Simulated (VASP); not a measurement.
## TbSI: equation of state with PBE

Crystal: TbSI.

```xyz
3
Lattice="4.5550 0.0000 0.0000 -2.2775 3.9448 0.0000 0.0000 0.0000 5.1160" Properties=species:S:1:pos:R:3 pbc="T T T"
Tb    0.0000    0.0000    0.0000
I     2.2775    1.3149    2.5580
S     0.0000    2.6298    0.0000
```

The cell comes from a database or a generator and needn't be the stable form of this composition.

- Program: VASP 6.6.1
- Task: equation of state
- Functional: PBE
- Potentials or basis: VASP PAW PBE potentials, release 64 (Tb, I, S)
- Cutoff: 520 eV
- k mesh: 7 × 7 × 5
- Occupations: fermi-dirac, width 0.05 eV
- Spin: collinear spin, ferromagnetic start
- Starting moments: [6.0, 0.0, 0.0] μB

```yaml
Equilibrium_volume: 30.89 Å³/atom
Bulk_modulus_at_fixed_shape_and_positions: 44 GPa
Pressure_derivative_of_the_bulk_modulus: 4.3
```

Energy against volume, from the lowest point:
```
volume (Å³/atom)  energy (meV/atom)
          28.804              21.52
          29.417              10.20
          30.029               3.17
          30.642               0.00
          31.255               0.30
          31.868               3.73
          32.481               9.96
```

All runs of the series together: 29 min on 1 thread of Intel(R) Xeon(R) 6975P-C (Granite Rapids), with other jobs on the host.

Caveat: the magnetic or orbital state may not be the lowest; the cell was scaled at fixed shape and fractional positions, which overstates the stiffness of a crystal with free parameters, most of all of layers and chains; without U or exact exchange the open f shell lies at the Fermi level, which spoils levels, moments and volumes. The state reached can hang on the start; a lower one may exist.
